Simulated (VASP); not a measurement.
# CdF2: what moves the LDA gap besides the functional

How far does the LDA gap of CdF2 depend on mesh and cell? The starting structure is a measured crystal structure from the Crystallography Open Database. Cell and atoms stay as given unless a step says otherwise.

Calculated with VASP 6.6.1; Kohn-Sham DFT with plane waves and PAW; LDA.

## Step 1: Starting point

It takes space group Fm-3m (No. 225, cubic). The conventional cell has a = 5.388 Å, b = 5.388 Å, c = 5.388 Å, α = 90.00°, β = 90.00°, γ = 90.00°. Nearest to Cd lie 8 F at 2.33 Å. Nearest to F lie 4 Cd at 2.33 Å. Farther neighbours and most contacts between anions are not listed.

## Step 2: Reference bands

The input, INCAR:

```
SYSTEM = CdF2
PREC = Accurate
ENCUT = 460
EDIFF = 1E-06
NELM = 100
ISMEAR = 0
SIGMA = 0.03
LREAL = .FALSE.
ALGO = Normal
GGA = CA
NBANDS = 26
LORBIT = 11
LWAVE = .FALSE.
LCHARG = .FALSE.
KPAR = 4
LASPH = .TRUE.
```

The input, POSCAR:

```
CdF2
1.0
    0.0000000000      2.6940000000      2.6940000000
    2.6940000000      0.0000000000      2.6940000000
    2.6940000000      2.6940000000      0.0000000000
Cd F
1 2
Direct
    0.0000000000      0.0000000000      0.0000000000
    0.7500000000      0.7500000000      0.7500000000
    0.2500000000      0.2500000000      0.2500000000
```

The input, KPOINTS:

```
Automatic mesh
0
Gamma
8 8 8
0 0 0
```

The input, KPOINTS_OPT:

```
Line mode
10
Line-mode
Reciprocal
  0.00000000   0.00000000   0.00000000 GAMMA
  0.50000000   0.00000000   0.50000000 X

  0.50000000   0.00000000   0.50000000 X
  0.50000000   0.25000000   0.75000000 W

  0.50000000   0.25000000   0.75000000 W
  0.37500000   0.37500000   0.75000000 K

  0.37500000   0.37500000   0.75000000 K
  0.00000000   0.00000000   0.00000000 GAMMA

  0.00000000   0.00000000   0.00000000 GAMMA
  0.50000000   0.50000000   0.50000000 L

  0.50000000   0.50000000   0.50000000 L
  0.62500000   0.25000000   0.62500000 U

  0.62500000   0.25000000   0.62500000 U
  0.50000000   0.25000000   0.75000000 W

  0.50000000   0.25000000   0.75000000 W
  0.50000000   0.50000000   0.50000000 L

  0.50000000   0.50000000   0.50000000 L
  0.37500000   0.37500000   0.75000000 K

  0.62500000   0.25000000   0.62500000 U
  0.50000000   0.00000000   0.50000000 X
```

The projector-augmented-wave data sets are Cd and F (LDA family, release 64).

On the command line:

```sh
$ mpirun -np 4 vasp_std
```

Log:

```text
[banner, memory and clock lines left out]
running    4 mpi-ranks, on    1 nodes
 distrk:  each k-point on    1 cores,    4 groups
 distr:  one band on    1 cores,    1 groups

 POSCAR found type information on POSCAR CdF
 POSCAR found :  2 types and       3 ions
 LDA part: xc-table for (Slater(with rela. corr.)+CA(PZ))
 , standard interpolation
 POSCAR, INCAR and KPOINTS ok, starting setup
 FFT: planning ... GRIDC
 FFT: planning ... GRID_SOFT
 FFT: planning ... GRID
 WAVECAR not read
 entering main loop
       N       E                     dE             d eps       ncg     rms          rms(c)
DAV:   1     0.182485386708E+03    0.18249E+03   -0.13660E+04  1564   0.923E+02
DAV:   2    -0.689009087557E+01   -0.18938E+03   -0.17845E+03  1764   0.273E+02
DAV:   3    -0.142492142344E+02   -0.73591E+01   -0.73277E+01  1716   0.576E+01
DAV:   4    -0.142786716131E+02   -0.29457E-01   -0.29455E-01  1670   0.379E+00
DAV:   5    -0.142787629063E+02   -0.91293E-04   -0.91293E-04  1684   0.183E-01    0.987E+00
DAV:   6    -0.127468948630E+02    0.15319E+01   -0.21843E+00  1782   0.274E+01    0.779E+00
DAV:   7    -0.127594038795E+02   -0.12509E-01   -0.71193E-01  1576   0.585E+00    0.420E+00
DAV:   8    -0.127298189124E+02    0.29585E-01   -0.11391E-01  1610   0.250E+00    0.688E-01
DAV:   9    -0.127216757774E+02    0.81431E-02   -0.19410E-02  1754   0.166E+00    0.103E-01
DAV:  10    -0.127218832221E+02   -0.20744E-03   -0.17889E-03  1578   0.364E-01    0.804E-02
DAV:  11    -0.127219030440E+02   -0.19822E-04   -0.61881E-05  1666   0.704E-02    0.195E-02
DAV:  12    -0.127219037551E+02   -0.71110E-06   -0.62774E-06  1574   0.178E-02
   1 F= -.12721904E+02 E0= -.12721904E+02  d E =-.295670E-12
 Start KPOINTS_OPT (optional k-point list driver)
k-point batch [1-29\100]
       N       E                     dE             ncg
DAV:   1     0.206401331033E+03   -0.22579E+05     1580
DAV:   2    -0.524018411485E+04   -0.54466E+04     1716
DAV:   3    -0.544769481674E+04   -0.20751E+03     1754
DAV:   4    -0.544846333451E+04   -0.76852E+00     1808
DAV:   5    -0.544846570319E+04   -0.23687E-02     1786
DAV:   6    -0.544846571441E+04   -0.11217E-04     1766
DAV:   7    -0.544846571448E+04   -0.70166E-07     1362
[...]
k-point batch [88-100\100]
       N       E                     dE             ncg
DAV:   1     0.140932405752E+05   -0.12513E+05      716
DAV:   2     0.116933066870E+05   -0.23999E+04      754
DAV:   3     0.116016083026E+05   -0.91698E+02      806
DAV:   4     0.116012573168E+05   -0.35099E+00      838
DAV:   5     0.116012562498E+05   -0.10670E-02      834
DAV:   6     0.116012562449E+05   -0.48984E-05      804
DAV:   7     0.116012562448E+05   -0.31767E-07      618
```

Wall time 8.2 s (4 MPI ranks of Intel Xeon 6975P-C (Granite Rapids), shared host); peak memory 0.64 GiB; 28 s of CPU time.

The logs omit lines about the potential files and the build; timing stands in the text.

OUTCAR, selected parts (step 2):

```text
ion  position               nearest neighbor table
   1  0.000  0.000  0.000-   2 2.33   2 2.33   2 2.33   2 2.33   3 2.33   3 2.33   3 2.33   3 2.33

  LATTYP: Found a face centered cubic cell.
 ALAT       =     5.3880000000

 Subroutine GETGRP returns: Found 48 space group operations
 (whereof 48 operations were pure point group operations)

The static configuration has the point symmetry O_h .

 Found     29 irreducible k-points:

   k-points           NKPTS =     29   k-points in BZ     NKDIM =     29   number of bands    NBANDS=     26

   dimension x,y,z NGX =    28 NGY =   28 NGZ =   28
   dimension x,y,z NGXF=    56 NGYF=   56 NGZF=   56

   ENCUT  =  460.0 eV  33.81 Ry    5.81 a.u.   6.66  6.66  6.66*2*pi/ulx,y,z

   NELECT =      26.0000    total number of electrons

 k-points in reciprocal lattice and weights: Automatic mesh
   0.00000000  0.00000000  0.00000000       0.002
   0.12500000  0.00000000  0.00000000       0.016
   0.25000000  0.00000000  0.00000000       0.016
   0.37500000  0.00000000  0.00000000       0.016
   0.50000000  0.00000000  0.00000000       0.008
   0.12500000  0.12500000  0.00000000       0.012
   0.25000000  0.12500000  0.00000000       0.047
   0.37500000  0.12500000  0.00000000       0.047
   0.50000000  0.12500000  0.00000000       0.047
[...]
-0.37500000  0.50000000  0.12500000       0.023
  -0.25000000  0.50000000  0.25000000       0.012

 average (electrostatic) potential at core
       1 -39.9251       2 -77.8818       3 -77.8818

 E-fermi :  -1.5307

 k-point     1 :       0.0000    0.0000    0.0000
  band No.  band energies     occupation
    ...
      9      -2.6752      2.00000
     10      -2.6752      2.00000
     11      -2.1466      2.00000
     12      -2.1466      2.00000
     13      -2.1466      2.00000
     14       1.1334      0.00000
     15      10.6459      0.00000
     16      10.6459      0.00000
     17      10.6459      0.00000
     18      15.4629      0.00000
    ...

 k-point     2 :       0.1250    0.0000    0.0000
  band No.  band energies     occupation
    ...
      9      -2.7786      2.00000
     10      -2.7785      2.00000
     11      -2.2678      2.00000
     12      -2.1398      2.00000
     13      -2.1398      2.00000
     14       1.7335      0.00000
     15       9.9276      0.00000
     16      10.8796      0.00000
     17      10.8796      0.00000
     18      16.4859      0.00000
    ...

 k-point     3 :       0.2500    0.0000    0.0000
  band No.  band energies     occupation
    ...
      9      -3.0667      2.00000
     10      -3.0667      2.00000
     11      -2.8133      2.00000
     12      -2.1085      2.00000
     13      -2.1085      2.00000
     14       3.0558      0.00000
     15       8.7640      0.00000
     16      11.4830      0.00000
     17      11.4830      0.00000
     18      16.7928      0.00000
    ...

  Total       -1.5863412     -1.5863412     -1.5863412      0.0000000      0.0000000      0.0000000
  in kB      -64.9956674    -64.9956674    -64.9956674      0.0000000      0.0000000      0.0000000
  external PRESSURE =     -64.9956674 kB  Pullay stress =       0.0000000 kB

  energy-cutoff  :      460.00
  volume of cell :       39.10
      direct lattice vectors                 reciprocal lattice vectors
     0.000000000  2.694000000  2.694000000    -0.185597624  0.185597624  0.185597624
     2.694000000  0.000000000  2.694000000     0.185597624 -0.185597624  0.185597624
     2.694000000  2.694000000  0.000000000     0.185597624  0.185597624 -0.185597624

 POSITION                                       TOTAL-FORCE (eV/Angst)
 -----------------------------------------------------------------------------------
      0.00000      0.00000      0.00000         0.000000      0.000000      0.000000
      4.04100      4.04100      4.04100         0.000000      0.000000     -0.000000
      1.34700      1.34700      1.34700        -0.000000     -0.000000      0.000000
 -----------------------------------------------------------------------------------
    total drift:                                0.000000      0.000000      0.000000

  FREE ENERGIE OF THE ION-ELECTRON SYSTEM (eV)
  ---------------------------------------------------
  free  energy   TOTEN  =       -12.7219037551 eV

  energy  without entropy=      -12.7219037551  energy(sigma->0) =      -12.72190376

 total charge
# of ion       s       p       d       tot
------------------------------------------
    1        0.242   0.204   9.675  10.121
    2        1.741   4.314   0.000   6.055
    3        1.741   4.314   0.000   6.055
--------------------------------------------------
tot          3.724   8.832   9.675  22.230

[... 3 further parts left out ...]
```

Spin-orbit coupling is off here; it would split degenerate levels. At this level the cell is under a tension of 6.5 GPa, so at these settings it is away from equilibrium.

The reference gap is 2.799 eV.

## Step 3: Bands with cell and atoms relaxed by LDA

Against step 2 the input has another starting structure. The cell comes from a relaxation at this level, not shown (37.55 Å³).

INCAR is that of step 2.

The input, POSCAR:

```
CdF2
1.0
    0.0000000000      2.6577127423      2.6577127423
    2.6577127423      0.0000000000      2.6577127423
    2.6577127423      2.6577127423      0.0000000000
Cd F
1 2
Direct
    0.0000000000      0.0000000000      0.0000000000
    0.7500000000      0.7500000000      0.7500000000
    0.2500000000      0.2500000000      0.2500000000
```

KPOINTS is that of step 2.

KPOINTS_OPT is that of step 2.

On the command line:

```sh
$ mpirun -np 4 vasp_std
```

Log:

```text
[... set-up lines as in an earlier step ...]
 entering main loop
       N       E                     dE             d eps       ncg     rms          rms(c)
DAV:   1     0.176440249187E+03    0.17644E+03   -0.13476E+04  1588   0.923E+02
DAV:   2    -0.733186354619E+01   -0.18377E+03   -0.17427E+03  1734   0.274E+02
DAV:   3    -0.142263074567E+02   -0.68944E+01   -0.68656E+01  1698   0.561E+01
DAV:   4    -0.142537732194E+02   -0.27466E-01   -0.27463E-01  1658   0.365E+00
[...]
DAV:  10    -0.127430536904E+02   -0.19311E-03   -0.16355E-03  1560   0.334E-01    0.732E-02
DAV:  11    -0.127430728818E+02   -0.19191E-04   -0.40065E-05  1640   0.487E-02    0.187E-02
DAV:  12    -0.127430736231E+02   -0.74138E-06   -0.91066E-07  1344   0.170E-02
   1 F= -.12743074E+02 E0= -.12743074E+02  d E =-.170389E-31
 Start KPOINTS_OPT (optional k-point list driver)
k-point batch [1-29\100]
       N       E                     dE             ncg
DAV:   1     0.319722303466E+03   -0.23025E+05     1596
DAV:   2    -0.505894029294E+04   -0.53787E+04     1688
DAV:   3    -0.526104295083E+04   -0.20210E+03     1786
DAV:   4    -0.526180655722E+04   -0.76361E+00     1760
DAV:   5    -0.526180878183E+04   -0.22246E-02     1808
DAV:   6    -0.526180879198E+04   -0.10145E-04     1702
DAV:   7    -0.526180879205E+04   -0.74496E-07     1396
[...]
k-point batch [88-100\100]
       N       E                     dE             ncg
DAV:   1     0.135202681240E+05   -0.12418E+05      740
DAV:   2     0.111584581570E+05   -0.23618E+04      762
DAV:   3     0.110718656124E+05   -0.86593E+02      822
DAV:   4     0.110715471747E+05   -0.31844E+00      816
DAV:   5     0.110715462637E+05   -0.91100E-03      838
DAV:   6     0.110715462596E+05   -0.40568E-05      798
DAV:   7     0.110715462596E+05   -0.29682E-07      630
```

Elapsed: 8.2 s, on 4 MPI ranks; peak memory 0.64 GiB.

From OUTCAR (step 3):

```text
  Total       -0.4382964     -0.4382964     -0.4382964      0.0000000      0.0000000     -0.0000000
  in kB      -18.7035632    -18.7035632    -18.7035632      0.0000000      0.0000000     -0.0000000
  external PRESSURE =     -18.7035632 kB  Pullay stress =       0.0000000 kB

 POSITION                                       TOTAL-FORCE (eV/Angst)
 -----------------------------------------------------------------------------------
      0.00000      0.00000      0.00000        -0.000000      0.000000     -0.000000
      3.98657      3.98657      3.98657        -0.000000     -0.000000      0.000000
      1.32886      1.32886      1.32886         0.000000      0.000000     -0.000000
 -----------------------------------------------------------------------------------
    total drift:                                0.000000      0.000000      0.000000

  FREE ENERGIE OF THE ION-ELECTRON SYSTEM (eV)
  ---------------------------------------------------
  free  energy   TOTEN  =       -12.7430736231 eV

  energy  without entropy=      -12.7430736231  energy(sigma->0) =      -12.74307362

[... 1 part as in an earlier step ...]

[... 2 further parts left out ...]
[key lines of the parts left out:]
E-fermi :  -1.0973
```

With cell and atoms relaxed by LDA the gap is 2.942 eV, +0.143 eV from the reference.

## Step 4: Bands with a 10×10×10 mesh

Against step 2 the input has a 10×10×10 mesh.

INCAR is that of step 3.

The input, POSCAR:

```
CdF2
1.0
    0.0000000000      2.6940000000      2.6940000000
    2.6940000000      0.0000000000      2.6940000000
    2.6940000000      2.6940000000      0.0000000000
Cd F
1 2
Direct
    0.0000000000      0.0000000000      0.0000000000
    0.7500000000      0.7500000000      0.7500000000
    0.2500000000      0.2500000000      0.2500000000
```

The input, KPOINTS:

```
Automatic mesh
0
Gamma
10 10 10
0 0 0
```

KPOINTS_OPT is that of step 3.

On the command line:

```sh
$ mpirun -np 4 vasp_std
```

Log:

```text
[... set-up lines as in an earlier step ...]
 entering main loop
       N       E                     dE             d eps       ncg     rms          rms(c)
DAV:   1     0.178964841322E+03    0.17896E+03   -0.13612E+04  2572   0.918E+02
DAV:   2    -0.714490596951E+01   -0.18611E+03   -0.17507E+03  2838   0.273E+02
DAV:   3    -0.142515216938E+02   -0.71066E+01   -0.70804E+01  2778   0.565E+01
DAV:   4    -0.142791810447E+02   -0.27659E-01   -0.27657E-01  2692   0.370E+00
[...]
DAV:  10    -0.127223046489E+02   -0.20759E-03   -0.17939E-03  2552   0.366E-01    0.806E-02
DAV:  11    -0.127223244201E+02   -0.19771E-04   -0.62628E-05  2666   0.708E-02    0.195E-02
DAV:  12    -0.127223252080E+02   -0.78791E-06   -0.61667E-06  2570   0.177E-02
   1 F= -.12722325E+02 E0= -.12722325E+02  d E =-.798872E-41
 Start KPOINTS_OPT (optional k-point list driver)
k-point batch [1-47\100]
       N       E                     dE             ncg
DAV:   1     0.407908434739E+03   -0.29500E+05     2508
DAV:   2    -0.844778976478E+04   -0.88557E+04     2828
DAV:   3    -0.879527724977E+04   -0.34749E+03     2714
DAV:   4    -0.879662009937E+04   -0.13428E+01     2834
DAV:   5    -0.879662439683E+04   -0.42975E-02     2784
DAV:   6    -0.879662441761E+04   -0.20789E-04     2764
DAV:   7    -0.879662441775E+04   -0.13479E-06     1986
[...]
k-point batch [95-100\100]
       N       E                     dE             ncg
DAV:   1     0.373630119679E+05   -0.56903E+04      336
DAV:   2     0.362694661578E+05   -0.10935E+04      364
DAV:   3     0.362293216712E+05   -0.40144E+02      380
DAV:   4     0.362291727539E+05   -0.14892E+00      392
DAV:   5     0.362291723129E+05   -0.44097E-03      390
DAV:   6     0.362291723108E+05   -0.20637E-05      352
DAV:   7     0.362291723108E+05   -0.20169E-07      270
```

It took 9.4 s on 4 MPI ranks; peak memory 0.68 GiB.

OUTCAR, selected parts (step 4):

```text
  Total       -1.5830042     -1.5830042     -1.5830042      0.0000000     -0.0000000      0.0000000
  in kB      -64.8589468    -64.8589468    -64.8589468      0.0000000     -0.0000000      0.0000000
  external PRESSURE =     -64.8589468 kB  Pullay stress =       0.0000000 kB

 POSITION                                       TOTAL-FORCE (eV/Angst)
 -----------------------------------------------------------------------------------
      0.00000      0.00000      0.00000        -0.000000     -0.000000      0.000000
      4.04100      4.04100      4.04100         0.000000      0.000000     -0.000000
      1.34700      1.34700      1.34700         0.000000     -0.000000     -0.000000
 -----------------------------------------------------------------------------------
    total drift:                                0.000000      0.000000      0.000000

  FREE ENERGIE OF THE ION-ELECTRON SYSTEM (eV)
  ---------------------------------------------------
  free  energy   TOTEN  =       -12.7223252080 eV

  energy  without entropy=      -12.7223252080  energy(sigma->0) =      -12.72232521

[... 1 part as in an earlier step ...]

[... 2 further parts left out ...]
[key lines of the parts left out:]
E-fermi :  -1.3950
```

With a 10×10×10 mesh the gap is 2.799 eV, +0.000 eV from the reference.

## Step 5: Comparison

```
                          run  gap (eV)  change (eV)  core minutes
                    reference     2.799            -         0.547
cell and atoms relaxed by LDA     2.942        0.143         0.547
              a 10×10×10 mesh     2.799          0.0         0.627
```

Core minutes are wall time times ranks of the run shown, on a shared host.

## Step 6: Summary of results

| Property | Result |
| --- | --- |
| reference gap | 2.799 eV |
| gap with cell and atoms relaxed by LDA | 2.942 eV |
| gap with a 10×10×10 mesh | 2.799 eV |

Among the runs that read a gap along the path, the one with cell and atoms relaxed by LDA moves it most, by +0.143 eV. On finer settings it changes by +0.000 eV with a 10×10×10 mesh. The functional's own error isn't tested here. Further runs on this material are not shown.

[Lines on the potential files, build, host, timing and source positions are cut from VASP's logs without a mark.]

[Logs are printed without paths, hosts, clocks, repeated set-up lines and the standing remarks that a program may print on its own settings, such as how far it seeks lower states.]

[Hosts, paths, dates, database ids (printed as entryN), source tags and the programs' standing remarks are cut or masked in the printed files.]
